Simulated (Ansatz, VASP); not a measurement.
Two plane-wave programs on KRu2

Contents of INCAR:

```
SYSTEM = KRu2
ALGO = Normal ; EDIFF = 1E-6
EDIFFG = -0.04 ; ENCUT = 600
GGA = PE ; IBRION = 2
ISIF = 3 ; ISMEAR = 0
LASPH = .True. ; LCHARG = .False.
LREAL = .False. ; LWAVE = .False.
NELM = 100 ; NSW = 90
PREC = Accurate ; SIGMA = 0.1
```

KPOINTS

```
k-points
0
Gamma
  6 6 4
  0 0 0
```

File POSCAR:

```
KRu2
1.0
    3.7656607686      0.0000000000      0.0000000000
   -1.8828303843      3.2611578876      0.0000000000
    0.0000000000      0.0000000000      6.3645245931
K Ru
1 2
Direct
    0.0000000000      0.0000000000      0.0000000000
    0.6666666667      0.3333333333      0.5692188575
    0.3333333333      0.6666666667      0.4307811425
```

Input for Ansatz:

```yaml
crystal:
  lattice:
    - [3.7656607686, 0.0, 0.0]
    - [-1.8828303843, 3.2611578876, 0.0]
    - [0.0, 0.0, 6.3645245931]
  atoms:
    - { symbol: K, position: [0.0, 0.0, 0.0] }
    - { symbol: Ru, position: [0.6666666667, 0.3333333333, 0.5692188575] }
    - { symbol: Ru, position: [0.3333333333, 0.6666666667, 0.4307811425] }
basis:
  ecutwfc: 420
kpoints:
  mp_grid: { grid: [6, 6, 4] }
hamiltonian:
  xc: pbe
scf:
  occupations: { method: gaussian, width: 0.1 }
  lower_state_search: "off"
output:
  forces: true
  stress: true
  eigenvalues: true
relax:
  adjacent_minimum: "off"
  f_tol: 0.04
  max_steps: 70
  cell: { stress_tol: 0.4 }
```

Alike in both runs: task relaxation of cell and atoms; functional PBE; k mesh 6 × 6 × 4; occupations gaussian, width 0.1 eV; no spin polarisation.

|  | VASP | Ansatz |
| --- | --- | --- |
| version | VASP 6.6.1 | Ansatz 0.2.0 |
| potentials or method | VASP PAW PBE potentials, release 64 (K_sv, Ru_pv) | scalar-relativistic, plane waves, PAW |
| plane-wave cutoff (eV) | 600 | 420 |
| valence electrons in the cell | 37 | 41 |

VASP gave:

- gap on the k mesh at the Fermi level, each at its own relaxed structure (eV): none
- relaxed volume (Å³/atom): 26.25
- relaxed cell length with the largest relative difference (Å): 6.531
- energy change over the relaxation (meV/atom): -3

Task: What did Ansatz give for the same quantities?

Result: gap on the k mesh at the Fermi level, each at its own relaxed structure (eV): none; relaxed volume (Å³/atom): 26.37; relaxed cell length with the largest relative difference (Å): 6.555; energy change over the relaxation (meV/atom): -3.

A gap of «none» marks a metal or a gap that the smearing closes. The two sets of potentials don't hold the same shells in valence.
